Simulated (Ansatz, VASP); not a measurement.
# BaZnSbF: VASP beside Ansatz

Aim: how closely do two programs agree when they are given the same cell, functional and k mesh?

Calculated with Ansatz 0.2.0; plane waves, with VASP 6.6.1 beside it; single point at PBE.

## (1) Starting point

It takes space group P4/nmm (No. 129, tetragonal). The conventional cell has a = 4.438 Å, b = 4.438 Å, c = 9.779 Å, α = 90.00°, β = 90.00°, γ = 90.00°. Nearest to Ba lie 4 F at 2.66 Å. Nearest to Sb lie 4 Zn at 2.75 Å. Zn has 4 Sb at 2.75 Å nearest. Nearest to F lie 4 Ba at 2.66 Å. Farther neighbours and most contacts between anions are not listed.

Coordinates:

```xyz
8
Lattice="4.4383 0.0000 0.0000 0.0000 4.4383 0.0000 0.0000 0.0000 9.7789" Properties=species:S:1:pos:R:3 pbc="T T T"
Ba    2.2192    0.0000    6.3486
Ba    0.0000    2.2192    3.4303
Sb    0.0000    2.2192    8.1552
Sb    2.2192    0.0000    1.6237
Zn    0.0000    0.0000    0.0000
Zn    2.2192    2.2192    0.0000
F     0.0000    0.0000    4.8895
F     2.2192    2.2192    4.8895
```

## (2) VASP: single point, PBE

A single point gives forces, pressure and levels at one fixed geometry, so differences don't come from the geometry; what else differs is listed under the comparison.

Lines of VASP's logs that name or quote its potential files are left out, and so is its time.

INCAR

```
SYSTEM = BaZnSbF
PREC = Accurate
ENCUT = 520
EDIFF = 1E-06
NELM = 100
ISMEAR = -1
SIGMA = 0.05
LREAL = .FALSE.
ALGO = Normal
GGA = PE
NBANDS = 42
LORBIT = 11
LWAVE = .FALSE.
LCHARG = .TRUE.
ISIF = 2
LELF = .TRUE.
LVHAR = .TRUE.
```

POSCAR

```
BaZnSbF
1.0
    4.4383500000      0.0000000000      0.0000000000
    0.0000000000      4.4383500000      0.0000000000
    0.0000000000      0.0000000000      9.7789100000
Ba Sb Zn F
2 2 2 2
Direct
    0.5000000000      0.0000000000      0.6492100000
    0.0000000000      0.5000000000      0.3507900000
    0.0000000000      0.5000000000      0.8339600000
    0.5000000000      0.0000000000      0.1660400000
    0.0000000000      0.0000000000      0.0000000000
    0.5000000000      0.5000000000      0.0000000000
    0.0000000000      0.0000000000      0.5000000000
    0.5000000000      0.5000000000      0.5000000000
```

KPOINTS

```
Automatic mesh
0
Gamma
6 6 3
0 0 0
```

PAW data sets: Ba_sv, Sb, Zn and F (PBE family, release 64).

Launch:

```bash
mpirun -np 4 vasp_std
```

Numbers of over 12 decimals in the logs are rounded to 6 here.

The log of the run:

```text
[banner, memory and clock lines left out]
running    4 mpi-ranks, on    1 nodes
 distrk:  each k-point on    4 cores,    1 groups
 distr:  one band on    1 cores,    4 groups

 POSCAR found type information on POSCAR BaSbZnF
 POSCAR found :  4 types and       8 ions
 LDA part: xc-table for (Slater+PW92), standard interpolation
|                                                                             |
|           W    W    AA    RRRRR   N    N  II  N    N   GGGG   !!!           |
|           W    W   A  A   R    R  NN   N  II  NN   N  G    G  !!!           |
|           W    W  A    A  R    R  N N  N  II  N N  N  G       !!!           |
|           W WW W  AAAAAA  RRRRR   N  N N  II  N  N N  G  GGG   !            |
|           WW  WW  A    A  R   R   N   NN  II  N   NN  G    G                |
|           W    W  A    A  R    R  N    N  II  N    N   GGGG   !!!           |
|                                                                             |
|     The number of bands has been changed from the values supplied in        |
|     The orbitals not found in the WAVECAR file will be initialized with     |
|     random numbers, which is usually adequate. For correlated               |
|     calculations, however, you should redo the groundstate calculation.     |
|     I found NBANDS = 42. Now, NBANDS = 44.                                  |
|                                                                             |

 POSCAR, INCAR and KPOINTS ok, starting setup
 FFT: planning ... GRIDC
 FFT: planning ... GRID_SOFT
 FFT: planning ... GRID
 WAVECAR not read
 entering main loop
       N       E                     dE             d eps       ncg     rms          rms(c)
DAV:   1     0.663094142856E+03    0.66309E+03   -0.29615E+04  1760   0.156E+03
DAV:   2     0.526246061281E+02   -0.61047E+03   -0.57770E+03  1944   0.382E+02
DAV:   3    -0.306394918522E+02   -0.83264E+02   -0.82475E+02  1980   0.154E+02
DAV:   4    -0.349021916166E+02   -0.42627E+01   -0.42477E+01  2448   0.294E+01
DAV:   5    -0.350071583199E+02   -0.10497E+00   -0.10490E+00  2536   0.460E+00    0.108E+01
DAV:   6    -0.321414899767E+02    0.28657E+01   -0.11178E+01  2396   0.331E+01    0.620E+00
DAV:   7    -0.321867159329E+02   -0.45226E-01   -0.19492E+00  2100   0.779E+00    0.357E+00
DAV:   8    -0.321724238265E+02    0.14292E-01   -0.26156E-01  2196   0.252E+00    0.103E+00
DAV:   9    -0.321664585292E+02    0.59653E-02   -0.57370E-02  2304   0.124E+00    0.235E-01
DAV:  10    -0.321687907297E+02   -0.23322E-02   -0.11575E-02  2148   0.599E-01    0.135E-01
DAV:  11    -0.321690316165E+02   -0.24089E-03   -0.21862E-03  2300   0.260E-01    0.491E-02
DAV:  12    -0.321692090473E+02   -0.17743E-03   -0.48004E-04  2008   0.101E-01    0.123E-02
DAV:  13    -0.321692152424E+02   -0.61951E-05   -0.28049E-05  2400   0.245E-02    0.596E-03
DAV:  14    -0.321692157080E+02   -0.46561E-06   -0.50204E-06  2072   0.110E-02
   1 F= -.32169216E+02 E0= -.32165797E+02  d E =-.683798E-02
```

From OUTCAR (step 2):

```text
ion  position               nearest neighbor table
   1  0.500  0.000  0.649-   7 2.66   8 2.66   8 2.66   7 2.66   3 3.62   3 3.62   3 3.62   3 3.62
                             2 4.29   2 4.29   2 4.29   2 4.29
   2  0.000  0.500  0.351-   7 2.66   8 2.66   7 2.66   8 2.66   4 3.62   4 3.62   4 3.62   4 3.62
                             1 4.29   1 4.29   1 4.29   1 4.29
   3  0.000  0.500  0.834-   5 2.75   6 2.75   5 2.75   6 2.75   1 3.62   1 3.62   1 3.62   1 3.62

  LATTYP: Found a simple tetragonal cell.
 ALAT       =     4.4383500000
 C/A-ratio  =     2.2032759922

 Subroutine GETGRP returns: Found 16 space group operations
 (whereof  8 operations were pure point group operations)

The static configuration has the point symmetry D_2d.
 The point group associated with its full space group is D_4h.

 Found     20 irreducible k-points:

   k-points           NKPTS =     20   k-points in BZ     NKDIM =     20   number of bands    NBANDS=     44

   dimension x,y,z NGX =    36 NGY =   36 NGZ =   80
   dimension x,y,z NGXF=    72 NGYF=   72 NGZF=  160

   ENCUT  =  520.0 eV  38.22 Ry    6.18 a.u.   8.25  8.25 18.18*2*pi/ulx,y,z

   NELECT =      68.0000    total number of electrons

 k-points in reciprocal lattice and weights: Automatic mesh
   0.00000000  0.00000000  0.00000000       0.009
   0.16666667  0.00000000  0.00000000       0.037
   0.33333333  0.00000000  0.00000000       0.037
   0.50000000  0.00000000  0.00000000       0.019
   0.16666667  0.16666667  0.00000000       0.037
   0.33333333  0.16666667  0.00000000       0.074
   0.50000000  0.16666667  0.00000000       0.037
   0.33333333  0.33333333  0.00000000       0.037
   0.50000000  0.33333333  0.00000000       0.037
[...]
0.50000000  0.33333333  0.33333333       0.074
   0.50000000  0.50000000  0.33333333       0.019

 average (electrostatic) potential at core
       1 -36.0240       2 -36.0240       3 -87.9336       4 -87.9336       5 -35.6597
       6 -35.6597       7 -76.4334       8 -76.4334

 E-fermi :   4.1195

 k-point     1 :       0.0000    0.0000    0.0000
  band No.  band energies     occupation
    ...
     31       2.0608      2.00000
     32       3.2748      2.00000
     33       3.6172      1.99991
     34       4.0904      1.28333
     35       4.0904      1.28333
     36       5.3643      0.00000
     37       6.1109      0.00000
     38       6.1138      0.00000
     39       6.7879      0.00000
     40       7.9225      0.00000
    ...

 k-point     2 :       0.1667    0.0000    0.0000
  band No.  band energies     occupation
    ...
     30       0.8318      2.00000
     31       2.2333      2.00000
     32       3.0644      2.00000
     33       3.2796      2.00000
     34       4.0088      1.80331
     35       4.4916      0.00117
     36       6.1280      0.00000
     37       6.3038      0.00000
     38       6.6140      0.00000
     39       7.3533      0.00000
    ...

 k-point     3 :       0.3333    0.0000    0.0000
  band No.  band energies     occupation
    ...
     30      -0.0387      2.00000
     31       2.3782      2.00000
     32       2.6895      2.00000
     33       3.1457      2.00000
     34       3.7383      1.99903
     35       5.1108      0.00000
     36       5.9872      0.00000
     37       6.1590      0.00000
     38       7.1658      0.00000
     39       7.2845      0.00000
    ...

  Total        2.5839449      2.5839449      2.2386128      0.0000000      0.0000000      0.0000000
  in kB       21.4911814     21.4911814     18.6189856      0.0000000      0.0000000      0.0000000
  external PRESSURE =      20.5337828 kB  Pullay stress =       0.0000000 kB

  energy-cutoff  :      520.00
  volume of cell :      192.63
      direct lattice vectors                 reciprocal lattice vectors
     4.438350000  0.000000000  0.000000000     0.225308955  0.000000000  0.000000000
     0.000000000  4.438350000  0.000000000     0.000000000  0.225308955  0.000000000
     0.000000000  0.000000000  9.778910000     0.000000000  0.000000000  0.102260886

 POSITION                                       TOTAL-FORCE (eV/Angst)
 -----------------------------------------------------------------------------------
      2.21917      0.00000      6.34857         0.000000      0.000000      0.245423
      0.00000      2.21917      3.43034         0.000000      0.000000     -0.245423
      0.00000      2.21917      8.15522         0.000000      0.000000     -0.125578
      2.21917      0.00000      1.62369        -0.000000      0.000000      0.125578
      0.00000      0.00000      0.00000         0.000000      0.000000      0.000000
      2.21917      2.21917      0.00000        -0.000000     -0.000000      0.000000
      0.00000      0.00000      4.88945        -0.000000      0.000000      0.000000
      2.21917      2.21917      4.88945         0.000000     -0.000000      0.000000
 -----------------------------------------------------------------------------------
    total drift:                                0.000000      0.000000      0.000000

  FREE ENERGIE OF THE ION-ELECTRON SYSTEM (eV)
  ---------------------------------------------------
  free  energy   TOTEN  =       -32.1692157080 eV

  energy  without entropy=      -32.1623777261  energy(sigma->0) =      -32.16579672

 total charge
# of ion       s       p       d       tot
------------------------------------------
    1        2.004   5.623   0.262   7.888
    2        2.004   5.623   0.262   7.888
    3        1.124   1.379   0.018   2.520
    4        1.124   1.379   0.018   2.520
    5        0.553   0.402   9.747  10.702
    6        0.553   0.402   9.747  10.702
    7        1.736   4.359   0.000   6.096
    8        1.736   4.359   0.000   6.096
--------------------------------------------------
tot         10.834  23.527  20.052  54.413

[... 3 further parts left out ...]
```

Harder data sets than Ba_sv exist (the GW ones), and pressures, volumes and forces can shift noticeably with them. At this level the cell is under a pressure of 2.1 GPa, so at these settings it is away from equilibrium.

## (3) Ansatz: single point, PBE

Ansatz runs on its default PAW (the set named soft_2) files.

The same cell, functional, mesh and smearing now go to Ansatz, which takes its cutoff from its data sets.

input.yaml

```yaml
crystal:
  lattice:
    - [4.43835, 0.0, 0.0]
    - [0.0, 4.43835, 0.0]
    - [0.0, 0.0, 9.77891]
  atoms:
    - { symbol: Ba, position: [0.5, 0.0, 0.64921] }
    - { symbol: Ba, position: [0.0, 0.5, 0.35079] }
    - { symbol: Sb, position: [0.0, 0.5, 0.83396] }
    - { symbol: Sb, position: [0.5, 0.0, 0.16604] }
    - { symbol: Zn, position: [0.0, 0.0, 0.0] }
    - { symbol: Zn, position: [0.5, 0.5, 0.0] }
    - { symbol: F, position: [0.0, 0.0, 0.5] }
    - { symbol: F, position: [0.5, 0.5, 0.5] }
hamiltonian:
  xc: pbe
  pseudopotentials: { kind: paw }
kpoints:
  mp_grid: { grid: [6, 6, 3] }
scf:
  occupations: { method: fermi_dirac, width: 0.05 }
  n_extra_bands: 6
output:
  forces: true
  stress: true
  eigenvalues: true
  write_density: true
  write_potential: true
  elf: true
  volumetric_format: npy
```

Launch:

```bash
ansatz run input.yaml --threads 4 --pin off --max-ram 9216MiB --backend cpu --events-out ev --progress --plain --runs-dir out
```

The log of the run:

```text
scf.n_extra_bands = 6 over 44 filled bands (N_el = 88.0): the run solves 50 bands
Engine: ansatz 0.2.0, aarch64-unknown-linux-gnu
Pseudopotentials: kind: paw
Pseudopotential: Ba, paw, valence charge 10, recommended cutoff 420 eV (normal), Ba.paw.azcp
Pseudopotential: Sb, paw, valence charge 15, recommended cutoff 420 eV (normal), Sb.paw.azcp
Pseudopotential: Zn, paw, valence charge 12, recommended cutoff 420 eV (normal), Zn.paw.azcp
Pseudopotential: F, paw, valence charge 7, recommended cutoff 420 eV (normal), F.paw.azcp
Functional definition: PBE
  parameter kappa = 0.804
  parameter beta = 0.066725
  exchange = pbe_x(kappa = kappa, mu = beta*pi^2/3)
  correlation = pbe_c(beta = beta)
Crystal: 8 atoms, lattice volume = 192.634 Å³
Basis set: ecut = 420 eV, 3809 PW (Γ), exchange–correlation on 60×60×144 points (8 copies of the dense FFT grid, shifted against one another)
Bands: 50, of which v1, the nominal top of the filled ones, is band 44 counted from 1 (43 counted from 0)
Symmetry: 16 space group operations
Space group: P4/nmm (ITA 129), of the structure as read, at distance tolerance 5.8e-5 Å
k-points: 20 of 108
Non-local potential: Ba, projectors of the file, l = 0: 3, l = 1: 2, l = 2: 2, l = 3: 2
Non-local potential: Sb, projectors of the file, l = 0: 2, l = 1: 2, l = 2: 2, l = 3: 2
Non-local potential: Zn, projectors of the file, l = 0: 2, l = 1: 2, l = 2: 3, l = 3: 1
Non-local potential: F, projectors of the file, l = 0: 2, l = 1: 2, l = 2: 1
PAW form: soft (Blöchl's): semilocal exchange-correlation on the pseudo side does not see the compensation charge
PAW one-centre angular grid: Ba, 194 points (default); XC on 64 Gauss nodes
PAW one-centre angular grid: Sb, 590 points (default); XC on 64 Gauss nodes
PAW one-centre angular grid: Zn, 590 points (default); XC on 64 Gauss nodes
PAW one-centre angular grid: F, 110 points (default); XC on 64 Gauss nodes
Initial density: superposition of atomic densities (neutral atoms: chi_scale 0, normalization atom), corrected by the library's trained network
Initial wavefunctions: pseudopotential atomic-orbital guess
Functional: x = pbe(κ = 0.804, μ = 0.219515), c = pbe(β = 0.066725)
SCF iter   1: F=—  HF=-33131.747874 eV  |F-HF|=—  |Δ(HF+E_count)|=         —  Δρ=1.53e-3  dr2=4.60e-3  ethr=1.77e-3  ⟨swp⟩=9.5  Hψ=4830  notcnv=0
preconditioner: auto → Resta (q_TF=auto, 2.394 Å⁻¹)  ε∞=5.4  [insulator: Δε(μ)=0.413 eV  Ē_g=9.855 eV  σ=0.050 eV  W_gap=0.63  n_scr=54 (ndim 8)  ℏωp=20.7 eV  f_vac=0.009  D(μ)=0.84/eV (n_scr^D=2)  ε∞_Penn≈5.4]
SCF iter   2: F=—  HF=-33131.748623 eV  |F-HF|=—  |Δ(HF+E_count)|=   7.48e-4  Δρ=1.06e-3  dr2=2.33e-3  ethr=5.23e-6  ⟨swp⟩=2.4  Hψ=2076  notcnv=0  defer=3
SCF iter   3: F=—  HF=-33131.749002 eV  |F-HF|=—  |Δ(HF+E_count)|=   3.79e-4  Δρ=5.56e-4  dr2=7.07e-4  ethr=2.65e-6  ⟨swp⟩=2.2  Hψ=1359  notcnv=0  defer=3
SCF iter   4: F=—  HF=-33131.749232 eV  |F-HF|=—  |Δ(HF+E_count)|=   2.31e-4  Δρ=2.72e-4  dr2=1.05e-4  ethr=8.03e-7  ⟨swp⟩=2.8  Hψ=1691  notcnv=0  defer=3
SCF iter   5: F=—  HF=-33131.749201 eV  |F-HF|=—  |Δ(HF+E_count)|=   3.12e-5  Δρ=1.24e-4  dr2=2.37e-5  ethr=1.20e-7  ⟨swp⟩=2.0  Hψ=1852  notcnv=0  defer=3
SCF iter   6: F=—  HF=-33131.749375 eV  |F-HF|=—  |Δ(HF+E_count)|=   1.74e-4  Δρ=6.03e-5  dr2=4.58e-6  ethr=2.69e-8  ⟨swp⟩=2.0  Hψ=1852  notcnv=0  defer=3
SCF iter   7: F=—  HF=-33131.749373 eV  |F-HF|=—  |Δ(HF+E_count)|=   1.67e-6  Δρ=1.65e-5  dr2=5.96e-7  ethr=5.21e-9  ⟨swp⟩=2.0  Hψ=1441  notcnv=0  defer=3
SCF iter   8: F=-33131.749373 eV  HF=-33131.749373 eV  |F-HF|=3.00e-8  |Δ(HF+E_count)|=   2.95e-7  Δρ=3.98e-6  dr2=3.50e-8  ethr=1.14e-10  ⟨swp⟩=11.8  Hψ=8165  notcnv=0
SCF 1 converged in 8 iterations: F = -33131.749373 eV  dr2 = 3.50e-8
  greatest PAW one-centre occupation: 0.995 electrons in one spin orbital (limit 2), on the Sb atom at site 3 (counted from 0), in its partial waves of l = 2
SCF converged after 8 iterations
Free energy (F): -33131.749373 eV
Harris-Foulkes:  -33131.749373 eV  (|F-HF|=3.00e-8)
Internal energy: -33131.742574 eV  (E = F + TS)
E sigma→0 (E₀):  -33131.745974 eV
Entropy (-TS):   -0.006800 eV (-0.850 meV/atom)
Fermi energy:    9.214719 eV
--- Per-component energies (eV) ---
  E_band       = -402.556975
  E_kinetic    = 1430.635095
  E_local      = -9449.797230  (includes V_loc(G=0)·N_el)
  E_nonlocal   = 2212.777994
  E_hartree    = 4084.926713
  E_xc         = -1050.437713
  E_vxc        = -776.770318  (∫ρ·V_xc dr)
  E_paw        = -23660.359728  (= ΣΔE_a)
  E_vpaw       = -1989.261316  (= ΣTr[D̂ρ^β])
  E_aug_tail   = 0.003409  (compensation charges beyond the density's cutoff)
  E_ewald      = -6699.491114
  E_smearing   = -0.006800  (= −TS)
  E_closure    = -0.000000  (closes the sum)
  Σ components = -33131.749373   (vs F -33131.749373, Δ=0.00e0)
--- Forces (eV/Å), atoms counted from 1 ---
  atom   1  Ba    -0.00000000     0.00000000     0.13206680
  atom   2  Ba    -0.00000000     0.00000000    -0.13206680
  atom   3  Sb     0.00000000     0.00000000    -0.13578788
  atom   4  Sb     0.00000000     0.00000000     0.13578788
  atom   5  Zn     0.00000000     0.00000000     0.00000000
  atom   6  Zn     0.00000000     0.00000000    -0.00000000
  atom   7  F      0.00000000     0.00000000     0.00000000
  atom   8  F      0.00000000     0.00000000     0.00000000
  max |Σ_I F_I| component: 6.94e-18 eV/Å
--- Stress (GPa, compression-positive) ---
        1.486825       0.000000       0.000000
        0.000000       1.486825       0.000000
        0.000000       0.000000       1.252410
  P = ⅓ Tr σ = 1.4087 GPa (14.087 kbar)
--- Band table (eV; the first three rows and the last of 20) ---
  k-point 0: bands = [... 40 lower, 7.1700, 8.3728, 8.7289, 9.1876, 9.1876, 10.4970, 11.1470, 11.2252, ... 2 higher]
  k-point 1: bands = [... 40 lower, 7.1753, 8.1269, 8.7657, 9.1752, 9.1752, 10.5676, 10.7706, 11.7725, ... 2 higher]
  k-point 2: bands = [... 40 lower, 7.3413, 8.1684, 8.3782, 9.1048, 9.6018, 11.2424, 11.3791, 11.7155, ... 2 higher]
  k-point 19: bands = [... 40 lower, 6.5982, 6.5982, 6.6999, 6.6999, 11.1019, 11.1019, 11.2137, 11.2137, ... 2 higher]
```

The job ended after 5.3 s (4 threads of Arm Neoverse V1, shared host; peak memory 0.67 GiB).

The run ends at a pressure of 1.41 GPa, with forces up to 0.14 eV/Å.

## (4) Differences

Known differences besides the potentials themselves: the data sets hold 88 valence electrons in Ansatz (default PAW (the set named soft_2) files) and 68 in VASP; the cutoff is 420 eV in Ansatz and 520 eV in VASP; VASP leaves aspherical gradient terms in its spheres out (LASPH is not set), Ansatz keeps them. Total energies have different zeros and are not compared.

The two programs side by side:

| quantity | Ansatz | VASP | difference |
| --- | --- | --- | --- |
| pressure (GPa) | 1.41 | 2.05 | -0.64 |
| pressure without Ansatz's Pulay correction (GPa) | 1.26 | 2.05 | -0.79 |

Forces (eV/Å; atoms numbered as in POSCAR):

| atom | Ansatz x, y, z | VASP x, y, z |
| --- | --- | --- |
| Ba1 | 0.000, 0.000, 0.132 | 0.000, 0.000, 0.245 |
| Ba2 | 0.000, 0.000, -0.132 | 0.000, 0.000, -0.245 |
| Sb3 | 0.000, 0.000, -0.136 | 0.000, 0.000, -0.126 |
| Sb4 | 0.000, 0.000, 0.136 | 0.000, 0.000, 0.126 |
| Zn5 | 0.000, 0.000, 0.000 | 0.000, 0.000, 0.000 |
| Zn6 | 0.000, 0.000, 0.000 | 0.000, 0.000, 0.000 |
| F7 | 0.000, 0.000, 0.000 | 0.000, 0.000, 0.000 |
| F8 | 0.000, 0.000, 0.000 | 0.000, 0.000, 0.000 |

The forces differ by 33 meV/Å r.m.s., which is 41.3 % of the r.m.s. force of 0.08 eV/Å (both taken over all components). Ansatz's pressure holds a Pulay correction of 0.15 GPa; VASP's holds none.

## (5) What the set-up changes

Further runs change the set-up of one program: Ansatz's method, potentials or start, or VASP's data sets, cutoff or form of LDA. The table gives Ansatz less VASP for each quantity, since a change that brings one quantity closer may part another.

| run | r.m.s. force difference (meV/Å) | pressure (GPa) |
| --- | --- | --- |
| as above | 33 | -0.64 |
| Ansatz's larger PAW set (cutoff 1300 eV) | 33 | -0.65 |
| norm-conserving potentials (cutoff 1320 eV) | 32 | -0.64 |

## (6) Summary of results

```yaml
r_m_s_force_difference_single_point_pbe: 33 meV/Å
difference_in_pressure_single_point_pbe: -0.64 GPa
```

**Reading.** The r.m.s. force difference is 33 meV/Å (single point, PBE), beyond the 12 meV/Å picked in this series as the mark of a large difference. For single point, PBE, no further run moves any of the tabulated differences by more than a quarter of its size. Such differences can come from data sets, numerical settings and the points named under the comparisons, not from the functional's error against experiment.

[Lines on the potential files, build, host, timing and source positions are cut from VASP's logs without a mark.]

[Logs are printed without paths, hosts, clocks, repeated set-up lines and the standing remarks that a program may print on its own settings, such as how far it seeks lower states.]

[Hosts, paths, dates, database ids (printed as entryN), source tags and the programs' standing remarks are cut or masked in the printed files.]
